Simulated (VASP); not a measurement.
These are vdW-DF-cx, VASP's PBE PAW potentials (set 64) (plane waves; VASP) values and carry that method's errors.

The input files of a VASP run:

File POSCAR:
```
MgB2
1
    1.5582128437    -2.6989033138     0.0000000000
    1.5582128437     2.6989033138     0.0000000000
    0.0000000000     0.0000000000     3.5179492876
Mg B
1 2
Direct
  0.0000000000   0.0000000000   1.0000000000
  0.3333330000   0.6666670000   0.5000000000
  0.6666670000   0.3333330000   0.5000000000
```

### KPOINTS
```
Automatic mesh
0
Gamma
11 11 9
0 0 0
```

INCAR:
```
SYSTEM=MgB2
PREC=Accurate; ENCUT=520; LREAL=.FALSE.
LASPH=.TRUE.
EDIFF=1E-7; NELM=100; ALGO=Normal
ISMEAR=1; SIGMA=0.1
GGA=CX; LUSE_VDW=.TRUE.; AGGAC=0.0
IBRION=2; NSW=30; ISIF=4
EDIFFG=-0.01
LWAVE=.FALSE.; LCHARG=.FALSE.
```

POTCAR, in this order: Mg B (PBE.64 set). Program: vasp_std.

Problem. Estimate the energy per atom (σ→0), band gap (on the k-mesh).

Solution. 
| Quantity | Result |
|---|---|
| energy per atom (σ→0) | -4.309 eV/atom |
| band gap (on the k-mesh) | none (metal, semimetal or under 0.01 eV) |

**OSZICAR**
```
...
       N       E                     dE             d eps       ncg     rms          rms(c)
DAV:   1    -0.129273990727E+02   -0.90443E-03   -0.15654E-02  1768   0.966E-01    0.780E-02
DAV:   2    -0.129270460148E+02    0.35306E-03   -0.76938E-04  1784   0.174E-01    0.336E-02
DAV:   3    -0.129269837666E+02    0.62248E-04   -0.25788E-04  1568   0.864E-02    0.793E-03
DAV:   4    -0.129269824374E+02    0.13292E-05   -0.84401E-06  1584   0.228E-02    0.160E-03
DAV:   5    -0.129269823255E+02    0.11189E-06   -0.57569E-07  1568   0.446E-03    0.336E-04
DAV:   6    -0.129269823355E+02   -0.99465E-08   -0.15098E-08   880   0.104E-03
   3 F= -.12926982E+02 E0= -.12927050E+02  d E =-.706494E-02
```

The compound is MgB2 in the AlB2 type structure. This cell is one point of a volume scan, at 1.03 of the reference volume. Symmetry was kept, so distortions that lower it aren't found.
